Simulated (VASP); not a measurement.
```yaml
crystal:
  lattice:
    - [1.65165, -5.32911, 0.00000]
    - [1.65165, 5.32911, 0.00000]
    - [0.00000, 0.00000, 4.44988]
  atoms:
    - { symbol: P, position: [0.09899, 0.90101, 0.91454] }
    - { symbol: P, position: [0.40101, 0.59899, 0.41454] }
    - { symbol: P, position: [0.59899, 0.40101, 0.58546] }
    - { symbol: P, position: [0.90101, 0.09899, 0.08546] }
```

All values below come from r2SCAN+rVV10, VASP's PBE PAW potentials (set 64) (plane waves; VASP 6.6.1). Run with 520 eV cut-off, 11×11×8 Γ-centred mesh, tetrahedra with Blöchl corrections, potentials P.

Problem. Estimate the energy per atom (σ→0), band gap (over mesh and band path) with the smallest direct gap where there is one.

Solution. 
The band gap (over mesh and band path) comes out as none (metal, semimetal or under 0.01 eV). The energy per atom (σ→0) is -8.898 eV/atom.

The compound is P in the black structure. It was relaxed first.
